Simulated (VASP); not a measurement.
Output of a VASP run:

File OUTCAR:
```
 ion  position               nearest neighbor table
   1  0.000  0.000  0.000-   2 2.59   2 2.59   2 2.59   2 2.59   2 2.59   2 2.59   2 2.59   2 2.59
  LATTYP: Found a simple cubic cell.
 ALAT       =     2.9899140000
 Subroutine PRICEL returns:
 Original cell was already a primitive cell.
 Subroutine GETGRP returns: Found 48 space group operations
The static configuration has the point symmetry O_h .
The dynamic configuration has the point symmetry O_h .
 Subroutine INISYM returns: Found 48 space group operations
 Subroutine IBZKPT returns following result:
 Found     35 irreducible k-points:

 Following reciprocal coordinates:
            Coordinates               Weight
  0.000000  0.000000  0.000000      1.000000
  0.125000  0.000000  0.000000      6.000000
  0.250000  0.000000  0.000000      6.000000
  0.375000  0.000000  0.000000      6.000000
  0.500000  0.000000  0.000000      3.000000
  0.125000  0.125000  0.000000     12.000000
  0.250000  0.125000  0.000000     24.000000
  0.375000  0.125000  0.000000     24.000000
  0.500000  0.125000  0.000000     12.000000
  0.250000  0.250000  0.000000     12.000000
  0.375000  0.250000  0.000000     24.000000
  0.500000  0.250000  0.000000     12.000000
  0.375000  0.375000  0.000000     12.000000
  0.500000  0.375000  0.000000     12.000000
  0.500000  0.500000  0.000000      3.000000
  0.125000  0.125000  0.125000      8.000000
  0.250000  0.125000  0.125000     24.000000
  0.375000  0.125000  0.125000     24.000000
  0.500000  0.125000  0.125000     12.000000
  0.250000  0.250000  0.125000     24.000000
  0.375000  0.250000  0.125000     48.000000
  0.500000  0.250000  0.125000     24.000000
  0.375000  0.375000  0.125000     24.000000
  0.500000  0.375000  0.125000     24.000000
  0.500000  0.500000  0.125000      6.000000
  0.250000  0.250000  0.250000      8.000000
  0.375000  0.250000  0.250000     24.000000
  0.500000  0.250000  0.250000     12.000000
  0.375000  0.375000  0.250000     24.000000
  0.500000  0.375000  0.250000     24.000000
  0.500000  0.500000  0.250000      6.000000
  0.375000  0.375000  0.375000      8.000000
  0.500000  0.375000  0.375000     12.000000
  0.500000  0.500000  0.375000      6.000000
  0.500000  0.500000  0.500000      1.000000
   k-points           NKPTS =     35   k-points in BZ     NKDIM =     35   number of bands    NBANDS=     12
   number of dos      NEDOS =    301   number of ions     NIONS =      2
   total plane-waves  NPLWV =   8000
   dimension x,y,z NGX =    20 NGY =   20 NGZ =   20
   dimension x,y,z NGXF=    40 NGYF=   40 NGZF=   40
   ions per type =               1   1
   PREC   = accura    normal or accurate (medium, high low for compatibility)
   ISTART =      0    job   : 0-new  1-cont  2-samecut
   ICHARG =      2    charge: 1-file 2-atom 10-const
   ISPIN  =      1    spin polarized calculation?
   LNONCOLLINEAR =      F non collinear calculations
   LSORBIT =      F    spin-orbit coupling
   INIWAV =      1    electr: 0-lowe 1-rand  2-diag
   ENCUT  =  400.0 eV  29.40 Ry    5.42 a.u.   4.88  4.88  4.88*2*pi/ulx,y,z
   NELM   =    100;   NELMIN=  2; NELMDL= -5     # of ELM steps
   EDIFF  = 0.1E-05   stopping-criterion for ELM
   LREAL  =      F    real-space projection
   NLSPLINE    = F    spline interpolate recip. space projectors
   LMAXMIX     =    4 max onsite mixed and CHGCAR
   VOSKOWN=      0    Vosko Wilk Nusair interpolation
   EDIFFG = 0.1E-04   stopping-criterion for IOM
   NSW    =      0    number of steps for IOM
   NBLOCK =      1;   KBLOCK =      1    inner block; outer block
   IBRION =     -1    ionic relax: 0-MD 1-quasi-New 2-CG
   NFREE  =      0    steps in history (QN), initial steepest desc. (CG)
   ISIF   =      2    stress and relaxation
   ISYM   =      2    0-nonsym 1-usesym 2-fastsym
   TEIN   =    0.0    initial temperature
   TEBEG  =    0.0;   TEEND  =   0.0 temperature during run
   SMASS  =  -3.00    Nose mass-parameter (am)
...
```

**OSZICAR**
```
       N       E                     dE             d eps       ncg     rms          rms(c)
DAV:   1     0.705856701403E+02    0.70586E+02   -0.66061E+03   860   0.148E+03
DAV:   2    -0.557592340254E+01   -0.76162E+02   -0.70896E+02   860   0.249E+02
DAV:   3    -0.888005764344E+01   -0.33041E+01   -0.30898E+01  1064   0.632E+01
DAV:   4    -0.893424933029E+01   -0.54192E-01   -0.53949E-01   940   0.689E+00
DAV:   5    -0.893499881321E+01   -0.74948E-03   -0.74937E-03  1072   0.834E-01    0.110E+01
DAV:   6    -0.977962246626E+01   -0.84462E+00   -0.24154E+01   944   0.174E+02    0.913E+00
DAV:   7    -0.761207201036E+01    0.21676E+01   -0.61903E+00   988   0.949E+01    0.214E+00
DAV:   8    -0.758133399142E+01    0.30738E-01   -0.68626E-01  1072   0.257E+01    0.139E+00
DAV:   9    -0.756154047565E+01    0.19794E-01   -0.11079E-01  1076   0.105E+01    0.135E-01
DAV:  10    -0.756170767409E+01   -0.16720E-03   -0.36025E-03  1136   0.148E+00    0.769E-02
DAV:  11    -0.756163730081E+01    0.70373E-04   -0.43079E-04  1188   0.747E-01    0.323E-02
DAV:  12    -0.756162856100E+01    0.87398E-05   -0.50434E-05  1124   0.163E-01    0.112E-02
DAV:  13    -0.756162615004E+01    0.24110E-05   -0.67384E-06  1116   0.855E-02    0.221E-03
DAV:  14    -0.756162570223E+01    0.44781E-06   -0.65365E-07   540   0.177E-02
   1 F= -.75616257E+01 E0= -.75614134E+01  d E =-.849104E-03
```

### OUTCAR
```
------------------------ aborting loop because EDIFF is reached ----------------------------------------
  FORCE on cell =-STRESS in cart. coord.  units (eV):
  Direction    XX          YY          ZZ          XY          YZ          ZX
  --------------------------------------------------------------------------------------
  Total        3.8461053      3.8461053      3.8461053      0.0000000      0.0000000     -0.0000000
  in kB      230.5449736    230.5449736    230.5449736      0.0000000      0.0000000     -0.0000000
  external PRESSURE =     230.5449736 kB  Pullay stress =       0.0000000 kB
  volume of cell :       26.73
      direct lattice vectors                 reciprocal lattice vectors
     2.989914000  0.000000000  0.000000000     0.334457780  0.000000000  0.000000000
     0.000000000  2.989914000  0.000000000     0.000000000  0.334457780  0.000000000
     0.000000000  0.000000000  2.989914000     0.000000000  0.000000000  0.334457780
 POSITION                                       TOTAL-FORCE (eV/Angst)
 -----------------------------------------------------------------------------------
      0.00000      0.00000      0.00000         0.000000      0.000000      0.000000
      1.49496      1.49496      1.49496         0.000000      0.000000      0.000000
 -----------------------------------------------------------------------------------
    total drift:                               -0.000000      0.000000     -0.000000
  FREE ENERGIE OF THE ION-ELECTRON SYSTEM (eV)
  ---------------------------------------------------
  free  energy   TOTEN  =        -7.5616257022 eV

  energy  without entropy=       -7.5607765978  energy(sigma->0) =       -7.56141343
```
(Selected blocks of OUTCAR.)

POSCAR:
```
CuAs
1
    2.9899140000     0.0000000000     0.0000000000
    0.0000000000     2.9899140000     0.0000000000
    0.0000000000     0.0000000000     2.9899140000
Cu As
1 1
Direct
  0.0000000000   0.0000000000   0.0000000000
  0.5000000000   0.5000000000   0.5000000000
```

**Question.** Reconstruct the remaining input files.

**Answer.** This is not unique; one that fits is the input of the run itself, PBE GGA, plane waves, VASP's PBE PAW potentials (set 64).

**INCAR**
```
# general
SYSTEM =CuAs
PREC   =Accurate
ENCUT  =400
LREAL  =.FALSE.
LASPH  =.TRUE.

# electronic loop
EDIFF  =1E-6
NELM   =100
ALGO   =Normal
LMAXMIX=4

# smearing
ISMEAR =2
SIGMA  =0.1

# functional
GGA    =PE

# ions
ISIF   =2

# output
LWAVE  =.FALSE.
LCHARG =.FALSE.
```

### KPOINTS
```
Regular mesh
0
gamma
 8 8 8
```

POTCAR, in this order: Cu As (PBE.64 set). Program: vasp_std.

The structure was generated: CuAs was put into the CsCl type (Pm-3m), which need not be its known phase. The cell was not relaxed at this level. The run is one of a series of settings (ISMEAR = 2, SIGMA = 0.1 against the base run), some of them coarse on purpose.
